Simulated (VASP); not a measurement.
# CdS (Greenockite) with LDA: from relaxation to properties, part 6 of 6

Aim: relax CdS (Greenockite), then compute properties on the relaxed cell. The start is a cell from a database of measured crystal structures.

VASP 6.6.1, plane waves and PAW; the level of theory is named at each step.

So far, gap on the k-mesh (eV): step 2 (relaxing cell and atoms (LDA)) 1.04; step 3 (second relaxation) 1.05; step 6 (total and projected DOS (LDA)) 1.05; step 7 (independent-particle dielectric function (LDA)) 1.05; step 9 (a semilocal run for the hybrid's start) 1.04.

The database entry behind the starting cell differs from later determinations by our own check (about 0.35 % long), so it need not match the best structure at ambient conditions.

### 12. Ionic relaxation at fixed cell (LDA), changed input

This step: LDA; plane waves and PAW (Cd, S) (VASP 6.6.1).

With the cell held (ISIF = 2), the atoms move to where the forces vanish. Some settings are moved from the usual, to see what they do.

INCAR

```
SYSTEM = CdS
PREC = Accurate
ENCUT = 800
EDIFF = 1E-06
NELM = 100
ISMEAR = 0
SIGMA = 0.05
LREAL = .FALSE.
ALGO = Normal
GGA = CA
NBANDS = 24
LORBIT = 11
LWAVE = .FALSE.
LCHARG = .FALSE.
KPAR = 4
IBRION = 2
NSW = 60
ISIF = 2
EDIFFG = -0.01
NELECT = 36.5
```

POSCAR

```
CdS
1.0
    4.0760154983      0.0000000000      0.0000000000
   -2.0380077491      3.5299329677      0.0000000000
    0.0000000000      0.0000000000      6.6442264195
Cd S
2 2
Direct
    0.3333333333      0.6666666667      0.9995662760
    0.6666666667      0.3333333333      0.4995662760
    0.3333333333      0.6666666667      0.3754337240
    0.6666666667      0.3333333333      0.8754337240
```

KPOINTS

```
Automatic mesh
0
Gamma
2 2 1
0 0 0
```

PAW data sets: Cd and S (LDA family, release 64).

On the command line:

```bash
$ mpirun -np 4 vasp_std
```

Log:

```text
[... set-up lines as in an earlier step ...]
 entering main loop
       N       E                     dE             d eps       ncg     rms          rms(c)
DAV:   1     0.322895310263E+03    0.32290E+03   -0.22235E+04    96   0.194E+03
DAV:   2     0.307049654876E+01   -0.31982E+03   -0.31205E+03   112   0.407E+02
DAV:   3    -0.138814190610E+02   -0.16952E+02   -0.16899E+02   112   0.930E+01
DAV:   4    -0.140530199267E+02   -0.17160E+00   -0.17154E+00   128   0.964E+00
DAV:   5    -0.140558734755E+02   -0.28535E-02   -0.28535E-02   120   0.112E+00BRMIX: very serious problems
 the old and the new charge density differ
 old charge density:    36.00000 new   36.50000
BRMIX: very serious problems
 the old and the new charge density differ
 old charge density:    36.00000 new   36.50000
BRMIX: very serious problems
 the old and the new charge density differ
 old charge density:    36.00000 new   36.50000
BRMIX: very serious problems
 the old and the new charge density differ
 old charge density:    36.00000 new   36.50000
    0.158E+01
DAV:   6    -0.127557975480E+02    0.13001E+01   -0.29416E+00   112   0.167E+01    0.115E+01
DAV:   7    -0.127199368737E+02    0.35861E-01   -0.11646E+00   112   0.594E+00    0.358E+00
DAV:   8    -0.126974167287E+02    0.22520E-01   -0.20017E-01   120   0.427E+00    0.598E-01
DAV:   9    -0.126957764333E+02    0.16403E-02   -0.23821E-02   128   0.195E+00    0.164E-01
DAV:  10    -0.126956383454E+02    0.13809E-03   -0.84396E-04   128   0.299E-01    0.104E-01
DAV:  11    -0.126956220872E+02    0.16258E-04   -0.24082E-04   136   0.141E-01    0.509E-02
DAV:  12    -0.126956216811E+02    0.40614E-06   -0.24847E-05   112   0.377E-02    0.160E-02
DAV:  13    -0.126956227203E+02   -0.10392E-05   -0.34491E-06   112   0.196E-02    0.150E-02
DAV:  14    -0.126956222745E+02    0.44578E-06   -0.92900E-07    80   0.112E-02
   1 F= -.12695622E+02 E0= -.12695622E+02  d E =-.126956E+02
 curvature:   0.00 expect dE= 0.000E+00 dE for cont linesearch  0.000E+00
 trial: gam= 0.00000 g(F)=  0.548E-02 g(S)=  0.000E+00 ort = 0.000E+00 (trialstep = 0.100E+01)
 search vector abs. value=  0.548E-02
 bond charge predicted
       N       E                     dE             d eps       ncg     rms          rms(c)
DAV:   1    -0.126980182003E+02   -0.23955E-02   -0.14850E+00    96   0.727E+00    0.391E-01
DAV:   2    -0.126995975465E+02   -0.15793E-02   -0.17328E-02   104   0.846E-01    0.141E-01
DAV:   3    -0.126995516598E+02    0.45887E-04   -0.14617E-04   128   0.853E-02    0.960E-02
DAV:   4    -0.126995324772E+02    0.19183E-04   -0.14584E-04   112   0.583E-02    0.150E-02
DAV:   5    -0.126995316547E+02    0.82248E-06   -0.25411E-05   128   0.260E-02    0.124E-02
DAV:   6    -0.126995316465E+02    0.82282E-08   -0.57011E-07    72   0.417E-03
   2 F= -.12699532E+02 E0= -.12699532E+02  d E =-.390937E-02
 trial-energy change:   -0.003909  1 .order   -0.003885   -0.005478   -0.002293
 step:   1.6697(harm=  1.7200)  dis= 0.01357  next Energy=   -12.700307 (dE=-0.468E-02)
 bond charge predicted
       N       E                     dE             d eps       ncg     rms          rms(c)
DAV:   1    -0.126996330978E+02   -0.10144E-03   -0.66652E-01    96   0.487E+00    0.265E-01
DAV:   2    -0.127003481323E+02   -0.71503E-03   -0.78471E-03   104   0.568E-01    0.944E-02
DAV:   3    -0.127003274211E+02    0.20711E-04   -0.65950E-05   112   0.572E-02    0.644E-02
DAV:   4    -0.127003189619E+02    0.84592E-05   -0.66124E-05   120   0.390E-02    0.104E-02
DAV:   5    -0.127003186103E+02    0.35160E-06   -0.11859E-05   128   0.175E-02    0.898E-03
DAV:   6    -0.127003186311E+02   -0.20769E-07   -0.22781E-07    80   0.275E-03
   3 F= -.12700319E+02 E0= -.12700319E+02  d E =-.469636E-02
 curvature:  -0.86 expect dE=-0.134E-06 dE for cont linesearch -0.134E-06
 trial: gam=-0.00531 g(F)=  0.156E-06 g(S)=  0.000E+00 ort = 0.292E-04 (trialstep = 0.113E+01)
 search vector abs. value=  0.104E-09
 reached required accuracy - stopping structural energy minimisation
```

It took 10 s on 4 MPI ranks of Intel Xeon 6975P-C (Granite Rapids), shared host; peak memory 0.94 GiB; 39 s of CPU time.

Parts of OUTCAR (step 12):

```text
NELECT = 36.5

 ion  position               nearest neighbor table
   1  0.333  0.667  1.000-   4 2.49   4 2.49   4 2.49   3 2.50
   2  0.667  0.333  0.500-   3 2.49   3 2.49   3 2.49   4 2.50
   3  0.333  0.667  0.375-   2 2.49   2 2.49   2 2.49   1 2.50
   4  0.667  0.333  0.875-   1 2.49   1 2.49   1 2.49   2 2.50

   k-points           NKPTS =      2   k-points in BZ     NKDIM =      2   number of bands    NBANDS=     24

   ENCUT  =  800.0 eV  58.80 Ry    7.67 a.u.   9.40  9.40 15.32*2*pi/ulx,y,z

 E-fermi :   2.6860

 k-point     1 :       0.0000    0.0000    0.0000
  band No.  band energies     occupation
    ...
     15       0.7144      2.00000
     16       1.4970      2.00000
     17       1.5914      2.00000
     18       1.5914      2.00000
     19       2.4569      2.00000
     20       4.0529      0.00000
     21       7.6848      0.00000
     22       7.6848      0.00000
     23       7.9810      0.00000
     24       8.8969      0.00000

  Total        7.8153068      7.8153068      3.9718145      0.0000000      0.0000000      0.0000000
  in kB      130.9814838    130.9814838     66.5660563      0.0000000      0.0000000      0.0000000
  external PRESSURE =     109.5096747 kB  Pullay stress =       0.0000000 kB

 POSITION                                       TOTAL-FORCE (eV/Angst)
 -----------------------------------------------------------------------------------
     -0.00000      2.35329      0.01069         0.000000      0.000000      0.000900
      2.03801      1.17664      3.33280        -0.000000      0.000000      0.000900
     -0.00000      2.35329      2.48090         0.000000     -0.000000     -0.000900
      2.03801      1.17664      5.80301        -0.000000      0.000000     -0.000900
 -----------------------------------------------------------------------------------
    total drift:                               -0.000000      0.000000      0.001188

  FREE ENERGIE OF THE ION-ELECTRON SYSTEM (eV)
  ---------------------------------------------------
  free  energy   TOTEN  =       -12.7003186311 eV

  energy  without entropy=      -12.7003186311  energy(sigma->0) =      -12.70031863

[... 4 parts as in an earlier step ...]

[... 7 further parts left out ...]
```

CONTCAR:

```
CdS
   1.00000000000000
     4.0760154983000003    0.0000000000000000    0.0000000000000000
    -2.0380077491000002    3.5299329677000002    0.0000000000000000
     0.0000000000000000    0.0000000000000000    6.6442264194999998
  Cd              S
     2     2
Direct
     0.3333333332999970    0.6666666667000030    0.0016088508449875
     0.6666666667000030    0.3333333332999970    0.5016088508449876
     0.3333333332999970    0.6666666667000030    0.3733911491550124
     0.6666666667000030    0.3333333332999970    0.8733911491550124
```

The run converged; its settings lie outside those of the reference runs, so its numbers are set aside.

Settings moved from the usual: ENCUT = 800, k-mesh = 2×2×1 and NELECT = 36.5.

NELECT differs from the neutral count, so the cell is charged against a uniform background: another system, not a numerical setting. The mesh holds 2 irreducible points against 36.

### 13. Summary of results

* relaxed volume: 23.90 Å³/atom
* relaxed conventional cell a, b, c: 4.076, 4.076, 6.644 Å; angles 90.0, 90.0, 120.0°
* space group after relaxing, within 0.02 Å: P6_3mc (No. 186)
* band gap: 1.05 eV, direct
* gap among the points of the DOS mesh alone, an upper bound: 1.05 eV
* strongest peak of ε2, mean over directions: 6.43 eV
* ε1 at zero frequency, no local fields, mean: 6.98
* band gap (LDA + SOC): 1.03 eV, direct
* band gap (HSE06): 2.38 eV, direct

**Reading.** With LDA, CdS (Greenockite) relaxes to 23.90 Å³/atom in space group P6_3mc (held by the symmetry of the run) and has a direct gap of 1.05 eV (2.38 eV with HSE06). Against the listed cell the volume lies -4.9 % (a -1.8 %, c -1.4 %). Not obtained: band structure (TB-mBJ), because the run did not converge. Band structure (LDA): The path shows a direct gap of 1.05 eV (valence top at Γ, conduction bottom at Γ). Bands along the symmetry lines (LDA + SOC): The path shows a direct gap of 1.03 eV (valence top at Γ, conduction bottom at Γ). Bands along the symmetry lines (HSE06): The path shows a direct gap of 2.38 eV (valence top at Γ, conduction bottom at Γ). The other levels ran on the cell relaxed with LDA, and without spin-orbit coupling unless named. LASPH was switched on together with spin-orbit coupling, so shifts put down to the coupling hold both changes. Semilocal functionals usually underestimate gaps. No search among competing phases was made, and a listed structure need not be the one stable at ambient conditions. All values are for a static lattice at zero temperature.

[Lines on the potential files, build, host, timing and source positions are cut from VASP's logs without a mark.]

[Logs are printed without paths, hosts, clocks, repeated set-up lines and the standing remarks that a program may print on its own settings, such as how far it seeks lower states.]

[Hosts, paths, dates, database ids (printed as entryN), source tags and the programs' standing remarks are cut or masked in the printed files.]

[A measured line is paired with the nearest computed mode of its activity, which favours agreement.]
